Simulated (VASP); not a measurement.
Given:

```xyz
2
Lattice="0.0000 3.4202 3.4202 3.4202 0.0000 3.4202 3.4202 3.4202 0.0000" Properties=species:S:1:pos:R:3 pbc="T T T"
In     3.4202     3.4202     0.0000
Sb     1.7101     1.7101     1.7101
```

Calculation: vdW-DF2, VASP's PBE PAW potentials (set 64) (plane waves; VASP). Settings: 520 eV cut-off, 10×10×10 Γ-centred mesh, tetrahedra with Blöchl corrections, potentials In_d Sb.

Unless said otherwise, spin-orbit coupling is left out, though it shifts the bands of the heavy elements here.

### Question
Estimate the energy per atom (σ→0), band gap (on the k-mesh) with the smallest direct gap where there is one.

### Answer

```
Quantity                                                     Value
------------------------  ----------------------------------------
band gap (on the k-mesh)  none (metal, semimetal or under 0.01 eV)
energy per atom (σ→0)                               -0.638 eV/atom
```

The absolute energy has meaning only against runs of the same code, potentials and settings.

The compound is InSb in the zinc blende structure. It was relaxed first, which changed the volume by +18 %.
